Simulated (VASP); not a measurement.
These are PBEsol GGA, VASP's PBE PAW potentials (set 64) (plane waves; VASP) values and carry that method's errors.

The input files of a VASP run:

File POSCAR:
```
NbC(100) slab
1
    3.1453103111     0.0000000000     0.0000000000
    0.0000000000     3.1453103111    -0.0000000000
   -0.0000000000    -0.0000000000    28.2710702614
Nb C
6 6
Direct
  0.0000000000   0.5000000000   0.3033260000
  0.5000000000   0.0000000000   0.3819960000
  0.0000000000   0.5000000000   0.4606650000
  0.5000000000   0.0000000000   0.5393350000
  0.0000000000   0.5000000000   0.6180040000
  0.5000000000   0.0000000000   0.6966740000
  0.0000000000   0.5000000000   0.3819960000
  0.5000000000   0.0000000000   0.3033260000
  0.0000000000   0.5000000000   0.5393350000
  0.5000000000   0.0000000000   0.4606650000
  0.0000000000   0.5000000000   0.6966740000
  0.5000000000   0.0000000000   0.6180040000
```

File KPOINTS:
```
Automatic mesh
0
Gamma
9 9 1
0 0 0
```

INCAR:
```
ALGO = Normal
DIPOL = 0.5 0.5 0.5
EDIFF = 1E-5
EDIFFG = -0.03
ENCUT = 450
GGA = PS
IBRION = 2
IDIPOL = 3
ISIF = 2
ISMEAR = 1
LASPH = T
LCHARG = F
LDIPOL = T
LMAXMIX = 4
LREAL = F
LWAVE = T
NELM = 100
NELMIN = 4
NSW = 50
PREC = Normal
SIGMA = 0.1
SYSTEM = NbC(100) slab
```

POTCAR, in this order: Nb_sv C (PBE.64 set). Program: vasp_std.

### Question
Predict the energy per atom (σ→0), band gap (on the k-mesh).

### Answer

```
Item                                                        Result
------------------------  ----------------------------------------
energy per atom (σ→0)                      -1038.4 kJ/mol of atoms
band gap (on the k-mesh)  none (metal, semimetal or under 0.01 eV)
```

### OSZICAR
```
...
  12 F= -.12914243E+03 E0= -.12914105E+03  d E =-.152122E-02
       N       E                     dE             d eps       ncg     rms          rms(c)
DAV:   1    -0.129142514620E+03   -0.84209E-04   -0.70526E-02  1998   0.147E+00    0.406E-02
DAV:   2    -0.129142931597E+03   -0.41698E-03   -0.42409E-03  2228   0.379E-01    0.578E-02
DAV:   3    -0.129142783990E+03    0.14761E-03   -0.16106E-03  2812   0.214E-01    0.228E-02
DAV:   4    -0.129142772447E+03    0.11543E-04   -0.90629E-05  2074   0.552E-02    0.141E-02
DAV:   5    -0.129142771907E+03    0.53956E-06   -0.14073E-05  1300   0.305E-02
  13 F= -.12914277E+03 E0= -.12914139E+03  d E =-.342361E-03
```

The cell is a thin slab with vacuum, built from NbC (rock salt): (100) face.
